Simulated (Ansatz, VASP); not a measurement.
## Two plane-wave programs on ScGaN

```
Sc Ga N
1.0
     3.16886    0.00000    0.00000
     0.00000    3.16886    0.00000
     0.00000    0.00000    4.29358
Sc Ga N
1 1 1
Direct
  0.00000 0.00000 0.50000
  0.50000 0.50000 0.00000
  0.00000 0.00000 0.00000
```

Change from the starting cell: species swapped into the TiClO type (Pmmn, No. 59).

Alike in both runs: functional PBE; k mesh 6 × 6 × 4; occupations gaussian, width 0.1 eV; no spin polarisation.

Ansatz relaxed the structure, and its values are those at the end. VASP's run is a single point on that final structure, the one shown.

|  | VASP | Ansatz |
| --- | --- | --- |
| version | VASP 6.6.1 | Ansatz 0.2.0 |
| potentials or method | VASP PAW PBE potentials, release 64 (Sc_sv, Ga_d, N) | scalar-relativistic, plane waves, PAW |
| plane-wave cutoff (eV) | 520 | 420 |
| valence electrons in the cell | 29 | 29 |

```csv
,VASP,Ansatz,Ansatz less VASP
gap on the k mesh at the Fermi level (eV),none,none,-
pressure (GPa),0.2,-0.3,-0.44
```

A gap of «none» marks a metal or a gap that the smearing closes. With one functional, cell and mesh, what is left measures potentials, basis and numerics.

Caveats: the k mesh is coarse (spacing up to 0.37 Å⁻¹), so the values aren't converged.
